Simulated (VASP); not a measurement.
Output of a VASP run:

### OSZICAR
```
       N       E                     dE             d eps       ncg     rms          rms(c)
DAV:   1     0.851260020340E+02    0.85126E+02   -0.78311E+03   832   0.117E+03
DAV:   2    -0.375724260973E+01   -0.88883E+02   -0.84634E+02  1150   0.187E+02
DAV:   3    -0.887044265110E+01   -0.51132E+01   -0.50686E+01  1037   0.488E+01
DAV:   4    -0.891242421510E+01   -0.41982E-01   -0.41896E-01   882   0.506E+00
DAV:   5    -0.891278579777E+01   -0.36158E-03   -0.36153E-03  1017   0.380E-01    0.104E+01
DAV:   6    -0.889928075886E+01    0.13505E-01   -0.13065E-02   907   0.840E-01    0.631E+00
DAV:   7    -0.889703579177E+01    0.22450E-02   -0.23856E-02   907   0.116E+00    0.128E-01
DAV:   8    -0.889686642708E+01    0.16936E-03   -0.17793E-03   877   0.338E-01    0.760E-02
DAV:   9    -0.889689232679E+01   -0.25900E-04   -0.14119E-04  1017   0.838E-02    0.260E-02
DAV:  10    -0.889690348183E+01   -0.11155E-04   -0.71673E-06   877   0.229E-02    0.582E-03
DAV:  11    -0.889690516606E+01   -0.16842E-05   -0.25527E-06   782   0.138E-02    0.278E-03
DAV:  12    -0.889690499878E+01    0.16728E-06   -0.22931E-07   456   0.388E-03
   1 F= 0.97299829E+00 E0= 0.97300071E+00  d E =0.972998E+00
```

File OUTCAR:
```
------------------------ aborting loop because EDIFF is reached ----------------------------------------
  FORCE on cell =-STRESS in cart. coord.  units (eV):
  Direction    XX          YY          ZZ          XY          YZ          ZX
  --------------------------------------------------------------------------------------
  Total        9.8463443      9.8463425      9.8953925      0.0000000     -0.0000000      0.0000000
  in kB      299.2839146    299.2838594    300.7747553      0.0000000     -0.0000000      0.0000000
  external PRESSURE =      -0.2191569 kB  Pullay stress =     300.0000000 kB
  volume of cell :       52.71
      direct lattice vectors                 reciprocal lattice vectors
     1.726269689 -2.989986533  0.000000000     0.289641881 -0.167224833  0.000000000
     1.726269689  2.989986533  0.000000000     0.289641881  0.167224833  0.000000000
     0.000000000  0.000000000  5.106159209     0.000000000  0.000000000  0.195841915
 POSITION                                       TOTAL-FORCE (eV/Angst)
 -----------------------------------------------------------------------------------
      0.51525      0.89244      3.40411         0.003943      0.006829      0.000000
      2.42204      0.00000      0.00000        -0.007886     -0.000000      0.000000
      0.51525     -0.89244      1.70205         0.003943     -0.006829     -0.000000
 -----------------------------------------------------------------------------------
    total drift:                               -0.000243     -0.000426      0.000013
  FREE ENERGIE OF THE ION-ELECTRON SYSTEM (eV)
  ---------------------------------------------------
  free  energy   TOTEN  =        -8.8969049988 eV

  energy  without entropy=       -8.8969001411  energy(sigma->0) =       -8.89690257
  enthalpy is  TOTEN    =         0.9729982861 eV   P V=        9.8699032849

 reached required accuracy - stopping structural energy minimisation
```
(Selected blocks of OUTCAR.)

File POSCAR:
```
Se
1
    1.7262696888    -2.9899865330     0.0000000000
    1.7262696888     2.9899865330    -0.0000000000
    0.0000000000     0.0000000000     5.1061592089
Se
3
Direct
  1.0000000000   0.2984756401   0.6666670000
  0.7015243599   0.7015243599   0.0000000000
  0.2984756401   1.0000000000   0.3333330000
```

Reconstruct the remaining input files.

This is not unique; one that fits is the input of the run itself, PBE GGA, plane waves, VASP's PBE PAW potentials (set 64).

INCAR:
```
SYSTEM  =  Se
PREC  =  Accurate; ENCUT  =  500; LREAL  =  .FALSE.
LASPH  =  .TRUE.
EDIFF  =  1E-6; NELM  =  100; ALGO  =  Normal
LMAXMIX  =  4
ISMEAR  =  0; SIGMA  =  0.05
GGA  =  PE
IBRION  =  2; NSW  =  40; ISIF  =  3
EDIFFG  =  -0.02; PSTRESS  =  300
LWAVE  =  .FALSE.; LCHARG  =  .FALSE.
```

### KPOINTS
```
Automatic mesh
0
Gamma
7 7 5
0 0 0
```

POTCAR, in this order: Se (PBE.64 set). Program: vasp_std.

Without a dispersion term in the relaxation, distances and binding between the weakly bound layers, chains or molecules are unreliable, and so is what depends on them.

The compound is Se in the trig structure. It was relaxed first under an external pressure of 30 GPa.
